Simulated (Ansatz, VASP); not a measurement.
**Cross-check of Sn between VASP and Ansatz**

Wanted: the spread between two codes on one cell, functional and k mesh. The cell is taken from a series of runs on this material, whose earlier steps may have relaxed, scaled, displaced or heated it; both programs get it as it stands.

Program: Ansatz 0.2.0. Level of theory: plane waves, with VASP 6.6.1 beside it; zone-centre phonons at LDA. Results are calculated unless marked as measured.

## (1) The structure

It takes space group Imma (No. 74, orthorhombic). The conventional cell has a = 4.570 Å, b = 4.669 Å, c = 6.411 Å, α = 90.00°, β = 90.00°, γ = 90.00°. Nearest to Sn lie 4 Sn at 2.81 to 2.82 Å.

## (2) Ansatz: zone-centre phonons, LDA

Ansatz runs on its PAW soft_1 files.

Second derivatives magnify differences that forces hide, and they need a tight electronic threshold.

input.yaml reads:

```yaml
crystal:
  lattice:
    - [0.0349711333, 3.2664932448, 3.2053704295]
    - [3.2664932448, 0.0349711333, 3.2053704295]
    - [3.3014643781, 3.3014643781, 0.0]
  atoms:
    - { symbol: Sn, position: [0.5019535068, 0.5019535068, 0.4980464932] }
    - { symbol: Sn, position: [0.7480464932, 0.7480464932, 0.7519535068] }
kpoints:
  mp_grid: { grid: [12, 12, 12] }
hamiltonian:
  xc: lda
  pseudopotentials: { kind: paw, azcp: { folder: soft_1 }, xc_functional: pbe }
scf:
  occupations: { method: methfessel_paxton, width: 0.2 }
output:
  eigenvalues: true
phonons:
  method: dfpt
```

Command:

```sh
$ ansatz run input.yaml --threads 4 --pin off --max-ram 10240MiB --backend cpu --events-out ev --progress --plain --runs-dir out
```

Numbers of over 12 decimals in the logs are rounded to 6 here.

Output:

```text
zone centre: on kpoints.mp_grid the ground state, and the responses unless they are solved on pairs of k-points, stand on 476 of the mesh's 1728 k-points, reduced under 2 symmetry operations, with k and −k counted as one. Each operation leaves every solved displacement unchanged or reverses it
Engine: ansatz 0.2.0, aarch64-unknown-linux-gnu
Pseudopotentials: kind: paw
Pseudopotential: Sn, paw, valence charge 14, recommended cutoff 420 eV (normal), soft_1/Sn.paw.azcp
Functional definition: SPW92
  exchange = slater_x
  correlation = pw_c
Crystal: 2 atoms, lattice volume = 68.395 Å³
Basis set: ecut = 420 eV, 1355 PW (Γ), exchange–correlation on 64×64×64 points (8 copies of the dense FFT grid, shifted against one another)
Bands: 18, of which v1, the nominal top of the filled ones, is band 14 counted from 1 (13 counted from 0)
Symmetry: 8 space group operations
k-points: 476 of 1728 (irreducible under 2 space group operations, time reversal used)
Non-local potential: Sn, projectors of the file, l = 0: 2, l = 1: 2, l = 2: 2, l = 3: 1
PAW form: soft (Blöchl's): semilocal exchange-correlation on the pseudo side does not see the compensation charge
PAW frozen core: Sn, regenerated for the run's functional, and the local potential with it (the file was generated under x = pbe(κ = 0.804, μ = 0.219515), c = pbe(β = 0.066725))
PAW one-centre angular grid: Sn, 590 points (default); XC on 64 Gauss nodes
Initial density: superposition of atomic densities (chi_scale 0.1, normalization cell)
Initial wavefunctions: pseudopotential atomic-orbital guess
Functional: x = slater, c = lda
SCF iter   1: F=—  HF=-11759.272883 eV  |F-HF|=—  |Δ(HF+E_count)|=         —  Δρ=2.24e-2  dr2=3.84e-1  ethr=3.10e-3  ⟨swp⟩=5.6  Hψ=44318  notcnv=0
preconditioner: auto → Kerker (q_TF=auto, 2.351 Å⁻¹)  [metal: Δε(μ)=0.079 eV  Ē_g=19.929 eV  σ=0.200 eV  W_gap=0.32  n_scr=14 (ndim 8)  ℏωp=23.8 eV  f_vac=0.005  D(μ)=0.16/eV (n_scr^D=0)]
SCF iter   2: F=—  HF=-11759.196620 eV  |F-HF|=—  |Δ(HF+E_count)|=   7.63e-2  S|Δr|=    0.00e0  Δρ=1.42e-2  dr2=1.81e-1  ethr=1.37e-3  ⟨swp⟩=1.0  Hψ=12379  notcnv=0
SCF iter   3: F=—  HF=-11759.146692 eV  |F-HF|=—  |Δ(HF+E_count)|=   4.99e-2  S|Δr|=    0.00e0  Δρ=3.10e-3  dr2=1.76e-2  ethr=6.45e-4  ⟨swp⟩=1.3  Hψ=9181  notcnv=0
SCF iter   4: F=—  HF=-11759.144184 eV  |F-HF|=—  |Δ(HF+E_count)|=   2.51e-3  S|Δr|=    0.00e0  Δρ=1.56e-3  dr2=3.03e-3  ethr=6.28e-5  ⟨swp⟩=2.0  Hψ=10411  notcnv=0
SCF iter   5: F=—  HF=-11759.144349 eV  |F-HF|=—  |Δ(HF+E_count)|=   1.65e-4  S|Δr|=    0.00e0  Δρ=2.64e-4  dr2=5.63e-5  ethr=1.08e-5  ⟨swp⟩=2.0  Hψ=10476  notcnv=0
SCF iter   6: F=—  HF=-11759.144368 eV  |F-HF|=—  |Δ(HF+E_count)|=   1.92e-5  S|Δr|=    0.00e0  Δρ=5.12e-5  dr2=1.50e-6  ethr=2.01e-7  ⟨swp⟩=2.0  Hψ=10508  notcnv=0
SCF iter   7: F=—  HF=-11759.144370 eV  |F-HF|=—  |Δ(HF+E_count)|=   1.67e-6  S|Δr|=    0.00e0  Δρ=9.22e-6  dr2=5.51e-8  ethr=5.37e-9  ⟨swp⟩=3.0  Hψ=15288  notcnv=0
SCF iter   8: F=—  HF=-11759.144370 eV  |F-HF|=—  |Δ(HF+E_count)|=   6.62e-8  S|Δr|=    0.00e0  Δρ=2.45e-6  dr2=6.79e-9  ethr=1.97e-10  ⟨swp⟩=3.0  Hψ=15602  notcnv=0
SCF iter   9: F=—  HF=-11759.144370 eV  |F-HF|=—  |Δ(HF+E_count)|=  7.68e-10  S|Δr|=    0.00e0  Δρ=8.51e-7  dr2=1.14e-9  ethr=2.43e-11  ⟨swp⟩=3.0  Hψ=15747  notcnv=0
SCF iter  10: F=—  HF=-11759.144370 eV  |F-HF|=—  |Δ(HF+E_count)|=  9.64e-11  S|Δr|=    0.00e0  Δρ=3.74e-7  dr2=1.40e-10  ethr=4.09e-12  ⟨swp⟩=2.0  Hψ=9343  notcnv=0
SCF iter  11: F=-11759.144370 eV  HF=-11759.144370 eV  |F-HF|=5.46e-12  |Δ(HF+E_count)|=  2.18e-11  S|Δr|=    0.00e0  Δρ=7.97e-8  dr2=6.09e-12  ethr=1.00e-12  ⟨swp⟩=5.7  Hψ=41305  notcnv=0
SCF 1 converged in 11 iterations: F = -11759.144370 eV  dr2 = 6.09e-12
  greatest PAW one-centre occupation: 0.992 electrons in one spin orbital (limit 2), on the Sn atom at site 1 (counted from 0), in its partial waves of l = 2
DFPT response loops at Γ: preconditioner auto → Kerker (q_TF=auto, 2.351 Å⁻¹) (partly filled bands, converged f_vac=0.084); β = 1.00, the filter's whole step (`scf.mixing.beta` (0.50) is not read by the response loops under this deck's `scf.mixing.preconditioner`; to damp them name `kerker` or `kerker_dos`, under which they read `scf.mixing.beta`, and type it under 1.00, their step now; both keys bind the ground state too); Broyden in place of MSR1
SCF converged after 11 iterations
Stability not checked: this state was not tested for a lower state beside it, because cold or Methfessel-Paxton smearing, or corrected tetrahedra, fill the levels in a way that the test cannot read (fill_not_monotonic; see scf.lower_state_search)
Free energy (F): -11759.144370 eV
Harris-Foulkes:  -11759.144370 eV  (|F-HF|=5.46e-12)
Internal energy: -11759.144203 eV  (E = F + TS)
E sigma→0 (E₀):  -11759.144328 eV
Entropy (-TS):   -0.000167 eV (-0.084 meV/atom)
Fermi energy:    7.515664 eV
--- Per-component energies (eV) ---
  E_band       = -254.938718
  E_kinetic    = 339.044679
  E_local      = -2630.406297  (includes V_loc(G=0)·N_el)
  E_nonlocal   = 298.970484
  E_hartree    = 1275.858802
  E_xc         = -249.965612
  E_vxc        = -162.250326  (∫ρ·V_xc dr)
  E_paw        = -8451.309181  (= ΣΔE_a)
  E_vpaw       = -652.015370  (= ΣTr[D̂ρ^β])
  E_aug_tail   = 0.000546  (compensation charges beyond the density's cutoff)
  E_ewald      = -2342.187406
  E_core_change = 0.849782  (= ΣΔE_core)
  E_smearing   = -0.000167  (= −TS)
  E_closure    = 0.000000  (closes the sum)
  Σ components = -11759.144370   (vs F -11759.144370, Δ=0.00e0)
--- Band table (eV; the first three rows and the last of 476) ---
  k-point 0: bands = [... 10 lower, -3.1223, 6.6615, 7.4968, 7.6728, 7.7015, 9.6483, 9.6558, 9.7768]
  k-point 1: bands = [... 10 lower, -3.0563, 5.8203, 7.4993, 7.5300, 7.9801, 9.7978, 9.9511, 9.9569]
  k-point 2: bands = [... 10 lower, -2.8610, 4.5861, 7.2158, 7.2232, 8.0401, 10.1824, 10.3145, 10.8164]
  k-point 475: bands = [... 10 lower, -0.0317, 0.0352, 4.9128, 5.1201, 8.0760, 8.3698, 15.1257, 15.2558]
--- Phonons (Γ-DFPT): 2 representative perturbations + reference, on 476 of 1728 k-points (Σ response iterations 6) ---
  k mesh reduced under 2 symmetry operations, with k and −k counted as one. Each operation leaves every solved displacement unchanged or reverses it
  ASR residual: 1.324e-5 → 0.000e0 eV/Å²; symmetrization residual: 2.730e-12 eV/Å²
  ASR residual per site (eV/Å²): 1.32e-5 1.32e-5
  Γ frequencies (cm⁻¹): 0.00 0.00 0.00 181.61 182.76 183.65
  non-analytic LO–TO correction: not included (Born effective charges unavailable; polar crystals: no LO–TO splitting at Γ)
```

## (3) VASP: zone-centre phonons, LDA

The same cell, functional (in two slightly different forms), mesh and smearing now go to VASP, with its own data sets.

Lines of VASP's logs that name or quote its potential files are left out, and so is its time.

INCAR reads:

```
SYSTEM = Sn
PREC = Accurate
ENCUT = 500
EDIFF = 1E-08
NELM = 120
ISMEAR = 1
SIGMA = 0.2
LREAL = .FALSE.
ALGO = Normal
GGA = CA
NBANDS = 20
LORBIT = 11
LWAVE = .FALSE.
LCHARG = .FALSE.
ISIF = 2
IBRION = 8
LASPH = .TRUE.
GGA_COMPAT = .FALSE.
KPAR = 2
```

POSCAR reads:

```
Sn
1.0
    0.0349711333      3.2664932448      3.2053704295
    3.2664932448      0.0349711333      3.2053704295
    3.3014643781      3.3014643781      0.0000000000
Sn
2
Direct
    0.5019535068      0.5019535068      0.4980464932
    0.7480464932      0.7480464932      0.7519535068
```

KPOINTS reads:

```
Automatic mesh
0
Gamma
12 12 12
0 0 0
```

The projector-augmented-wave data sets are Sn_d (LDA family, release 64).

Command:

```sh
$ mpirun -np 2 vasp_std
```

Output:

```text
[banner, memory and clock lines left out]
running    2 mpi-ranks, on    1 nodes
 distrk:  each k-point on    1 cores,    2 groups
 distr:  one band on    1 cores,    1 groups

 POSCAR found type information on POSCAR Sn
 POSCAR found :  1 types and       2 ions
 LDA part: xc-table for (Slater(with rela. corr.)+CA(PZ))
 , standard interpolation
 POSCAR, INCAR and KPOINTS ok, starting setup
 FFT: planning ... GRIDC
 FFT: planning ... GRID_SOFT
 FFT: planning ... GRID
 WAVECAR not read
 entering main loop
       N       E                     dE             d eps       ncg     rms          rms(c)
DAV:   1     0.223202619164E+03    0.22320E+03   -0.14793E+04 11272   0.199E+03
DAV:   2     0.149363727141E+02   -0.20827E+03   -0.20439E+03 11244   0.442E+02
DAV:   3    -0.828082037583E+01   -0.23217E+02   -0.23062E+02 12764   0.144E+02
DAV:   4    -0.903720969137E+01   -0.75639E+00   -0.75596E+00 12764   0.294E+01
DAV:   5    -0.906349041877E+01   -0.26281E-01   -0.26280E-01 15268   0.537E+00    0.329E+00
DAV:   6    -0.897885641966E+01    0.84634E-01   -0.42575E-02 14116   0.227E+00    0.185E+00
DAV:   7    -0.893714285791E+01    0.41714E-01   -0.61681E-02 11632   0.225E+00    0.147E-01
DAV:   8    -0.893769277535E+01   -0.54992E-03   -0.54260E-03 12864   0.836E-01    0.533E-02
DAV:   9    -0.893777621297E+01   -0.83438E-04   -0.18471E-04 14748   0.102E-01    0.157E-02
DAV:  10    -0.893777771304E+01   -0.15001E-05   -0.15107E-05 14436   0.444E-02    0.382E-03
DAV:  11    -0.893777808351E+01   -0.37047E-06   -0.13233E-06 12504   0.777E-03    0.178E-03
DAV:  12    -0.893777807705E+01    0.64592E-08   -0.10025E-07 13916   0.247E-03    0.504E-04
DAV:  13    -0.893777807896E+01   -0.19131E-08   -0.99610E-09  9736   0.843E-04
   1 F= -.89377781E+01 E0= -.89377174E+01  d E =-.182026E-03
 Linear response reoptimize wavefunctions to high precision
DAV:   1    -0.893777807900E+01   -0.40473E-10   -0.23402E-09  8844   0.445E-04
DAV:   2    -0.893777807907E+01   -0.68212E-10   -0.44245E-10  6748   0.231E-04
 Linear response DOF=           2
 Linear response progress:
  Degree of freedom:   1/  2
       N       E                     dE             d eps       ncg     rms          rms(c)
RMM:   1    -0.216535404450E+00   -0.21654E+00    0.59035E-01 43564   0.102E+01
RMM:   2    -0.223409440461E+00   -0.68740E-02   -0.20315E-02 60838   0.119E+00    0.701E-02
RMM:   3    -0.223588968564E+00   -0.17953E-03   -0.16694E-03 63860   0.330E-01    0.324E-02
RMM:   4    -0.223504939724E+00    0.84029E-04   -0.12012E-04 63851   0.994E-02    0.110E-02
RMM:   5    -0.223501172361E+00    0.37674E-05   -0.17322E-05 65135   0.328E-02    0.385E-03
RMM:   6    -0.223503176890E+00   -0.20045E-05   -0.82342E-07 64417   0.971E-03    0.174E-03
RMM:   7    -0.223503369412E+00   -0.19252E-06   -0.58740E-07 64267   0.351E-03    0.357E-04
RMM:   8    -0.223501144662E+00    0.22248E-05   -0.12341E-07 65883   0.129E-03    0.230E-04
RMM:   9    -0.223499954543E+00    0.11901E-05    0.20540E-07 66066   0.515E-04    0.385E-05
RMM:  10    -0.223500237695E+00   -0.28315E-06   -0.93653E-08 68346   0.231E-04    0.329E-05
RMM:  11    -0.223500133808E+00    0.10389E-06   -0.66222E-08 66995   0.123E-04    0.845E-06
RMM:  12    -0.223500150460E+00   -0.16652E-07   -0.36485E-07 71126   0.751E-05    0.538E-06
RMM:  13    -0.223500131852E+00    0.18608E-07   -0.34193E-07 77818   0.541E-05    0.184E-06
RMM:  14    -0.223500118437E+00    0.13415E-07   -0.35698E-07 90408   0.444E-05    0.653E-07
RMM:  15    -0.223500107217E+00    0.11220E-07   -0.34755E-07 88979   0.401E-05    0.393E-07
RMM:  16    -0.223500110285E+00   -0.30682E-08   -0.35475E-07 83914   0.376E-05    0.346E-07
RMM:  17    -0.223500107104E+00    0.31818E-08   -0.35120E-07 81571   0.365E-05    0.946E-08
 first order change of Fermi-energy   0.27011E-04
 force on displaced ion       1 direction 1 :  -7.384   0.113  -0.000
 Linear response progress:
  Degree of freedom:   2/  2
       N       E                     dE             d eps       ncg     rms          rms(c)
RMM:   1    -0.216373277857E+00   -0.21637E+00    0.60995E-01 14046   0.103E+01
RMM:   2    -0.223232887396E+00   -0.68596E-02   -0.20207E-02 19612   0.118E+00    0.691E-02
RMM:   3    -0.223405325405E+00   -0.17244E-03   -0.16656E-03 20597   0.329E-01    0.319E-02
RMM:   4    -0.223315854956E+00    0.89470E-04   -0.11827E-04 20570   0.991E-02    0.109E-02
RMM:   5    -0.223310409649E+00    0.54453E-05   -0.15764E-05 21001   0.327E-02    0.388E-03
RMM:   6    -0.223313051115E+00   -0.26415E-05   -0.13684E-06 20794   0.964E-03    0.175E-03
RMM:   7    -0.223313393827E+00   -0.34271E-06   -0.19434E-07 20694   0.346E-03    0.383E-04
RMM:   8    -0.223311233803E+00    0.21600E-05   -0.20956E-08 21160   0.127E-03    0.253E-04
RMM:   9    -0.223310031478E+00    0.12023E-05    0.15651E-08 21194   0.505E-04    0.391E-05
RMM:  10    -0.223310308102E+00   -0.27662E-06    0.98441E-09 21895   0.220E-04    0.316E-05
RMM:  11    -0.223310211547E+00    0.96555E-07    0.15070E-08 21558   0.118E-04    0.650E-06
RMM:  12    -0.223310207777E+00    0.37692E-08    0.10223E-08 22658   0.732E-05    0.515E-06
 first order change of Fermi-energy   0.39009E+00
 force on displaced ion       1 direction 3 :  -0.000  -0.000  -7.353
 Linear response finished
```

Parts of OUTCAR (step 3):

```text
ion  position               nearest neighbor table
   1  0.502  0.502  0.498-   2 2.81   2 2.81   2 2.82   2 2.82
   2  0.748  0.748  0.752-   1 2.81   1 2.81   1 2.82   1 2.82

  LATTYP: Found a body centered orthorhombic cell.
 ALAT       =     4.5700623972
 B/A-ratio  =     1.0216437531
 C/A-ratio  =     1.4027687812

 Subroutine GETGRP returns: Found  8 space group operations
 (whereof  4 operations were pure point group operations)

The static configuration has the point symmetry C_2v.
 The point group associated with its full space group is D_2h.

 Found    280 irreducible k-points:

   k-points           NKPTS =    280   k-points in BZ     NKDIM =    280   number of bands    NBANDS=     20

   dimension x,y,z NGX =    36 NGY =   36 NGZ =   36
   dimension x,y,z NGXF=    72 NGYF=   72 NGZF=   72

   ENCUT  =  500.0 eV  36.75 Ry    6.06 a.u.   8.34  8.34  8.51*2*pi/ulx,y,z

   NELECT =      28.0000    total number of electrons

 k-points in reciprocal lattice and weights: Automatic mesh
   0.00000000  0.00000000  0.00000000       0.001
   0.08333333  0.00000000  0.00000000       0.002
   0.16666667 -0.00000000  0.00000000       0.002
   0.25000000  0.00000000  0.00000000       0.002
   0.33333333  0.00000000  0.00000000       0.002
   0.41666667  0.00000000  0.00000000       0.002
   0.50000000  0.00000000  0.00000000       0.001
   0.08333333  0.08333333  0.00000000       0.001
   0.16666667  0.08333333  0.00000000       0.002
[...]
0.25000000  0.25000000  0.50000000       0.001
  -0.25000000  0.25000000  0.50000000       0.001

 average (electrostatic) potential at core
       1-101.4048       2-101.4048

  Total       -0.2386149     -0.2386149      0.0070822     -0.2448202      0.0000000      0.0000000
  in kB       -5.5896696     -5.5896696      0.1659042     -5.7350323      0.0000000      0.0000000
  external PRESSURE =      -3.6711450 kB  Pullay stress =       0.0000000 kB

  energy-cutoff  :      500.00
  volume of cell :       68.39
      direct lattice vectors                 reciprocal lattice vectors
     0.034971133  3.266493245  3.205370429    -0.154725848  0.154725848  0.155988211
     3.266493245  0.034971133  3.205370429     0.154725848 -0.154725848  0.155988211
     3.301464378  3.301464378  0.000000000     0.151447946  0.151447946 -0.155988211

 POSITION                                       TOTAL-FORCE (eV/Angst)
 -----------------------------------------------------------------------------------
      3.30146      3.30146      3.21789         0.000000      0.000000      0.000050
      4.95220      4.95220      4.79553        -0.000000     -0.000000     -0.000050
 -----------------------------------------------------------------------------------
    total drift:                               -0.000000      0.000000      0.000000

 Eigenvectors and eigenvalues of the dynamical matrix
 ----------------------------------------------------

   1 f  =    5.555989 THz    34.909308 2PiTHz  185.327844 cm-1    22.977714 meV
             X         Y         Z           dx          dy          dz
      3.301464  3.301464  3.217894    -0.500000    0.500000    0.000000
      4.952197  4.952197  4.795532     0.500000   -0.500000    0.000000

   2 f  =    5.502359 THz    34.572340 2PiTHz  183.538932 cm-1    22.755917 meV
             X         Y         Z           dx          dy          dz
      3.301464  3.301464  3.217894     0.000000    0.000000   -0.707107
      4.952197  4.952197  4.795532     0.000000    0.000000    0.707107

   3 f  =    5.471928 THz    34.381136 2PiTHz  182.523863 cm-1    22.630065 meV
             X         Y         Z           dx          dy          dz
      3.301464  3.301464  3.217894    -0.500000   -0.500000   -0.000000
      4.952197  4.952197  4.795532     0.500000    0.500000   -0.000000

   4 f  =    0.000000 THz     0.000000 2PiTHz    0.000002 cm-1     0.000000 meV
             X         Y         Z           dx          dy          dz
      3.301464  3.301464  3.217894     0.157274   -0.319088    0.611104
      4.952197  4.952197  4.795532     0.157274   -0.319088    0.611104

   5 f/i=    0.000000 THz     0.000000 2PiTHz    0.000001 cm-1     0.000000 meV
             X         Y         Z           dx          dy          dz
      3.301464  3.301464  3.217894    -0.593259    0.256628    0.286680
      4.952197  4.952197  4.795532    -0.593259    0.256628    0.286680

   6 f/i=    0.000000 THz     0.000001 2PiTHz    0.000003 cm-1     0.000000 meV
             X         Y         Z           dx          dy          dz
      3.301464  3.301464  3.217894    -0.351153   -0.576476   -0.210635
      4.952197  4.952197  4.795532    -0.351153   -0.576476   -0.210635

 ELASTIC MODULI CONTR FROM IONIC RELAXATION (kBar)
 Direction    XX          YY          ZZ          XY          YZ          ZX
 --------------------------------------------------------------------------------
 XX          -0.1878     -0.1878     -0.3498      6.2951     -0.0000      0.0000
 YY          -0.1878     -0.1878     -0.3498      6.2951     -0.0000      0.0000
 ZZ          -0.3498     -0.3498     -0.6516     11.7257     -0.0000      0.0000
 XY           6.2951      6.2951     11.7257   -211.0029      0.0000     -0.0000
 YZ          -0.0000     -0.0000     -0.0000      0.0000   -216.3175      8.9038
 ZX           0.0000      0.0000      0.0000     -0.0000      8.9038   -197.9215
 --------------------------------------------------------------------------------
```

## (4) Differences

Known differences besides the potentials themselves: the two LDA forms differ slightly; the cutoff is 420 eV in Ansatz and 500 eV in VASP; VASP's log shows a relativistic correction to its local exchange, Ansatz's none. Total energies have different zeros and are not compared.

Both answers:

```tsv
quantity	Ansatz	VASP	difference
optical mode 1 (cm⁻¹)	181.6	182.5	-0.50 %
optical mode 2 (cm⁻¹)	182.8	183.5	-0.42 %
optical mode 3 (cm⁻¹)	183.7	185.3	-0.91 %
```

Modes are paired by rising frequency, not by their patterns, so a pair may set unlike modes beside each other; they are those without the splitting of longitudinal modes.

## (5) Outcome

```
r.m.s. difference of the optical zone-centre modes, each program's sorted by frequency (zone-centre phonons, LDA) : 1.2 cm⁻¹
difference in optical mode 3 (zone-centre phonons, LDA)                                                           : -0.9 %
```

The r.m.s. difference of the optical zone-centre modes, each program's sorted by frequency is 1.2 cm⁻¹ (zone-centre phonons, LDA). Among the rows given in per cent, the largest difference of the zone-centre phonons, LDA pair is in optical mode 3, -0.9 %. Such differences can come from data sets, numerical settings and the points named under the comparisons, not from the functional's error against experiment.

[Lines on the potential files, build, host, timing and source positions are cut from VASP's logs without a mark.]

[Logs are printed without paths, hosts, clocks, repeated set-up lines and the standing remarks that a program may print on its own settings, such as how far it seeks lower states.]

[Hosts, paths, dates, database ids (printed as entryN), source tags and the programs' standing remarks are cut or masked in the printed files.]
